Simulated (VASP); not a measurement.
VASP input:

**KPOINTS**
```
Automatic
0
G
12 12 12
```

**INCAR**
```
ALGO = Normal
EDIFF = 1E-6
EDIFFG = -0.02
ENCUT = 520
GGA = 91
IBRION = 2
ISIF = 3
ISMEAR = 1
LASPH = .TRUE.
LCHARG = .FALSE.
LMAXMIX = 6
LREAL = .FALSE.
LWAVE = .FALSE.
NELM = 100
NSW = 60
PREC = Accurate
SIGMA = 0.1
SYSTEM = WSi2
```

File POSCAR:
```
WSi2
1.0
 -1.6181857040   1.6181857040   3.9440744618
  1.6181857040  -1.6181857040   3.9440744618
  1.6181857040   1.6181857040  -3.9440744618
Si W
2 1
Cartesian
  0.0000000000  -0.0000000000   5.2471946454
 -0.0000000000   0.0000000000   2.6409542782
  0.0000000000   0.0000000000   0.0000000000
```

POTCAR, in this order: Si W_sv (PBE.64 set). Program: vasp_std.

**Question.** Write an equivalent input for Quantum ESPRESSO's pw.x.

**Answer.** One equivalent input (not run):
```
&CONTROL
  calculation = 'vc-relax'
  pseudo_dir = './pseudo'
  outdir = './out'
  tprnfor = .true.
  tstress = .true.
  nstep = 60
  forc_conv_thr = 0.00078
/
&SYSTEM
  ibrav = 0
  nat = 3
  ntyp = 2
  ecutwfc = 74
  occupations = 'smearing'
  smearing = 'methfessel-paxton'
  degauss = 0.00735
  input_dft = 'pw91'
/
&ELECTRONS
  conv_thr = 7.3e-08
  electron_maxstep = 100
/
&IONS
/
&CELL
/
ATOMIC_SPECIES
  Si 28.085 Si.upf
  W 183.840 W.upf
CELL_PARAMETERS angstrom
    -1.6181857    1.6181857    3.9440745
     1.6181857   -1.6181857    3.9440745
     1.6181857    1.6181857   -3.9440745
ATOMIC_POSITIONS crystal
  Si   0.6651997  0.6651997  0.0000000
  Si   0.3348003  0.3348003  0.0000000
  W    0.0000000  0.0000000  0.0000000
K_POINTS automatic
  12 12 12 0 0 0
```
The two are equivalent in intent, not identical: the potentials are each code's own (VASP's PAW set, PseudoDojo norm-conserving files in pw.x), so ENCUT and ecutwfc are chosen apart and not converted; conv_thr bounds pw.x's estimated SCF error, while EDIFF bounds the energy change between steps; forc_conv_thr acts on force components and is met together with etot_conv_thr.

The compound is WSi2 in the MoSi2 type structure. This run relaxes it. Symmetry was kept, so distortions that lower it aren't found. The start is the result of an earlier pass.
